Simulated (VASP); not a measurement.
These are LDA (Ceperley-Alder, Perdew-Zunger) with spin-orbit coupling, VASP's LDA PAW potentials (set 64) (plane waves; VASP 6.6.1) values and carry that method's errors.

VASP ran on this input.

### POSCAR
```
NiO
4.9611910
  0.8173423920   0.4074010579   0.4074010579
  0.4074010579   0.8173423920   0.4074010579
  0.4074010579   0.4074010579   0.8173423920
Ni O
2 2
Cart
  0.8148021158   1.2247434499   1.2247434499
  0.8160722539   0.8160722539   0.8160722539
  0.4080361270   0.4080361270   0.4080361270
  1.2241083809   1.2241083809   1.2241083809
```

File KPOINTS:
```
Automatic mesh
0
Gamma
8 8 8
0 0 0
```

### INCAR
```
ALGO  =  Normal
EDIFF  =  1E-6
ENCUT  =  520
GGA_COMPAT  =  .FALSE.
ISMEAR  =  0
LASPH  =  .TRUE.
LCHARG  =  .FALSE.
LMAXMIX  =  4
LORBIT  =  11
LREAL  =  .FALSE.
LSORBIT  =  .TRUE.
LWAVE  =  .FALSE.
MAGMOM  =  0 0 1.1 0 0 -1.1 0 0 0.0 0 0 0.0
NELM  =  100
PREC  =  Accurate
SIGMA  =  0.05
SYSTEM  =  NiO
```

**KPOINTS_OPT**
```
k-points along high-symmetry lines
7
Line-mode
Reciprocal
  0.000000   0.000000   0.000000 ! GAMMA
  0.500000   0.500000   0.500000 ! T

  0.500000   0.500000   0.500000 ! T
  0.812500   0.187500   0.500000 ! H_2

  0.500000  -0.187500   0.187500 ! H_0
  0.500000  -0.000000  -0.000000 ! L

  0.500000  -0.000000  -0.000000 ! L
  0.000000   0.000000   0.000000 ! GAMMA

  0.000000   0.000000   0.000000 ! GAMMA
  0.343750  -0.343750   0.000000 ! S_0

  0.656250   0.000000   0.343750 ! S_2
  0.500000   0.000000   0.500000 ! F

  0.500000   0.000000   0.500000 ! F
  0.000000   0.000000   0.000000 ! GAMMA
```

POTCAR, in this order: Ni O (LDA.64 set). Program: vasp_ncl.

Output

OSZICAR:
```
       N       E                     dE             d eps       ncg     rms          rms(c)
DAV:   1     0.323400361278E+03    0.32340E+03   -0.14920E+04 12112   0.219E+03
DAV:   2     0.158901754768E+02   -0.30751E+03   -0.28669E+03 12384   0.493E+02
DAV:   3    -0.291586773813E+02   -0.45049E+02   -0.42394E+02 13904   0.204E+02
DAV:   4    -0.311646474472E+02   -0.20060E+01   -0.19842E+01 13720   0.445E+01
DAV:   5    -0.312248907853E+02   -0.60243E-01   -0.60195E-01 14360   0.706E+00    0.220E+01
DAV:   6    -0.285039775352E+02    0.27209E+01   -0.35914E+01 17664   0.106E+02    0.209E+01
DAV:   7    -0.270046265084E+02    0.14994E+01   -0.72039E+00 15888   0.783E+01    0.101E+01
DAV:   8    -0.271310462775E+02   -0.12642E+00   -0.21611E+00 14280   0.123E+01    0.632E+00
DAV:   9    -0.270428303098E+02    0.88216E-01   -0.12701E-01 19088   0.107E+01    0.127E+00
DAV:  10    -0.270529224844E+02   -0.10092E-01   -0.74728E-02 15616   0.366E+00    0.668E-01
DAV:  11    -0.270531379854E+02   -0.21550E-03   -0.70060E-03 15384   0.251E+00    0.184E-01
DAV:  12    -0.270534794800E+02   -0.34149E-03   -0.28412E-03 16080   0.593E-01    0.111E-01
DAV:  13    -0.270534319820E+02    0.47498E-04   -0.42904E-04 19568   0.402E-01    0.341E-02
DAV:  14    -0.270534310019E+02    0.98004E-06   -0.10286E-04 14600   0.180E-01    0.296E-02
DAV:  15    -0.270534323440E+02   -0.13421E-05   -0.21554E-05 18480   0.689E-02    0.101E-02
DAV:  16    -0.270534320057E+02    0.33830E-06   -0.23493E-06 10592   0.320E-02
   1 F= -.27053432E+02 E0= -.27053432E+02  d E =-.425068E-09  mag=    -0.0000     0.0000    -0.0000
       N       E                     dE             ncg
```

### OUTCAR
```
------------------------ aborting loop because EDIFF is reached ----------------------------------------
  FORCE on cell =-STRESS in cart. coord.  units (eV):
  Direction    XX          YY          ZZ          XY          YZ          ZX
  --------------------------------------------------------------------------------------
  Total        0.0057145      0.0057145      0.0018558     -0.0589101     -0.0604065     -0.0604035
  in kB        0.2733580      0.2733580      0.0887733     -2.8179951     -2.8895791     -2.8894350
  external PRESSURE =       0.2118298 kB  Pullay stress =       0.0000000 kB
  volume of cell :       33.49
      direct lattice vectors                 reciprocal lattice vectors
     4.054991719  2.021194462  2.021194462     0.368959639 -0.122731456 -0.122731456
     2.021194462  4.054991719  2.021194462    -0.122731456  0.368959639 -0.122731456
     2.021194462  2.021194462  4.054991719    -0.122731456 -0.122731456  0.368959639
 POSITION                                       TOTAL-FORCE (eV/Angst)
 -----------------------------------------------------------------------------------
      0.00000      0.00000      0.00000         0.000000     -0.000000     -0.000000
      4.04869      4.04869      4.04869         0.000000     -0.000000     -0.000000
      2.02435      2.02435      2.02435        -0.000000      0.000000     -0.000000
      6.07304      6.07304      6.07304         0.000000     -0.000000      0.000000
 -----------------------------------------------------------------------------------
    total drift:                                0.000000     -0.000000     -0.000000
  FREE ENERGIE OF THE ION-ELECTRON SYSTEM (eV)
  ---------------------------------------------------
  free  energy   TOTEN  =       -27.0534320057 eV

  energy  without entropy=      -27.0534320053  energy(sigma->0) =      -27.05343201

 total charge

# of ion       s       p       d       tot
------------------------------------------
    1        0.362   0.476   8.378   9.216
    2        0.362   0.476   8.378   9.216
    3        1.553   3.412   0.000   4.965
    4        1.553   3.412   0.000   4.965
--------------------------------------------------
tot          3.832   7.775  16.756  28.363

 magnetization (x)

# of ion       s       p       d       tot
------------------------------------------
    1        0.000   0.000  -0.000  -0.000
    2       -0.000  -0.000   0.000   0.000
    3        0.000  -0.000   0.000  -0.000
    4        0.000  -0.000   0.000  -0.000
--------------------------------------------------
tot          0.000  -0.000   0.000  -0.000

 magnetization (y)

# of ion       s       p       d       tot
------------------------------------------
    1        0.000   0.000  -0.000  -0.000
    2       -0.000  -0.000   0.000   0.000
    3       -0.000   0.000   0.000   0.000
    4       -0.000   0.000   0.000   0.000
--------------------------------------------------
tot         -0.000   0.000  -0.000   0.000

 magnetization (z)

# of ion       s       p       d       tot
------------------------------------------
    1       -0.011  -0.014   1.108   1.083
    2        0.011   0.014  -1.108  -1.083
    3        0.000   0.000   0.000   0.000
    4        0.000   0.000   0.000   0.000
--------------------------------------------------
tot          0.000   0.000   0.000   0.000

 Ion:    1  E_soc:     -0.0242108

 Ion:    2  E_soc:     -0.0242108

 Ion:    3  E_soc:      0.0001746

 Ion:    4  E_soc:      0.0001746
```
(Selected blocks of OUTCAR.)

File OUTCAR:
```
 val. band max:        8.5409461883   @ k =   0.2500   0.2500   0.0000

 cond. band min:       8.9134835791   @ k =   0.2500   0.2500   0.5000


 Fermi energy:         8.7257970366

 k-point     1 :       0.0000    0.0000    0.0000
  band No.  band energies     occupation
      1     -12.0250      1.00000
      2     -12.0250      1.00000
      3     -10.3003      1.00000
      4     -10.3003      1.00000
      5      -0.1232      1.00000
      6      -0.1232      1.00000
      7       2.7351      1.00000
      8       2.7351      1.00000
      9       2.7492      1.00000
     10       2.7492      1.00000
     11       5.5191      1.00000
     12       5.5191      1.00000
     13       5.5628      1.00000
     14       5.5628      1.00000
     15       5.5993      1.00000
     16       5.5993      1.00000
     17       6.3839      1.00000
     18       6.3839      1.00000
     19       6.3998      1.00000
     20       6.3998      1.00000
     21       6.5573      1.00000
     22       6.5573      1.00000
     23       6.7347      1.00000
     24       6.7347      1.00000
     25       6.7968      1.00000
     26       6.7968      1.00000
     27       7.7074      1.00000
     28       7.7074      1.00000
     29       7.7186      1.00000
     30       7.7186      1.00000
     31       8.1299      1.00000
     32       8.1299      1.00000
     33      10.3288      0.00000
     34      10.3288      0.00000
     35      10.3602      0.00000
     36      10.3602      0.00000
     37      11.0548      0.00000
     38      11.0548      0.00000
     39      14.5718      0.00000
     40      14.5718      0.00000

 k-point     2 :       0.1250    0.0000    0.0000
  band No.  band energies     occupation
      1     -11.8337      1.00000
      2     -11.8337      1.00000
      3     -10.2751      1.00000
      4     -10.2751      1.00000
      5       0.1698      1.00000
      6       0.1698      1.00000
      7       2.6327      1.00000
      8       2.6327      1.00000
...
```

The compound is NiO in the rock salt, AFM-II order structure. It was relaxed first, which changed the volume by -8 %.
